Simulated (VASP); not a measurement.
Here is the system:

```
WC
1.0
    1.45500    -2.52013     0.00000
    1.45500     2.52013     0.00000
    0.00000     0.00000     2.84000
W C
1 1
Cartesian
  0.00000   0.00000   0.00000
  1.45500   0.84005   1.42000
```

Method: PBE GGA + U (Dudarev), VASP's PBE PAW potentials (set 64) (plane waves; VASP 6.6.1). Numerical set-up: 520 eV cut-off, 13×13×12 Γ-centred mesh, first-order Methfessel-Paxton smearing of 0.10 eV, potentials W_sv C, U − J: W 3.00 eV.

**Question.** Give the stress tensor in GPa (positive for a compressed cell).

**Answer.** 
```
11.62   0.00   0.00
 0.00  11.62   0.00
 0.00   0.00  12.41
```
The pressure is its mean diagonal, 11.88 GPa.

The compound is WC in the wc structure. The cell was not relaxed at this level. The run is one of a series of settings (LDAU = .TRUE., LDAUJ = 0 0, LDAUL = 2 -1, LDAUTYPE = 2, LDAUU = 3.0 0 against the base run), some of them coarse on purpose.
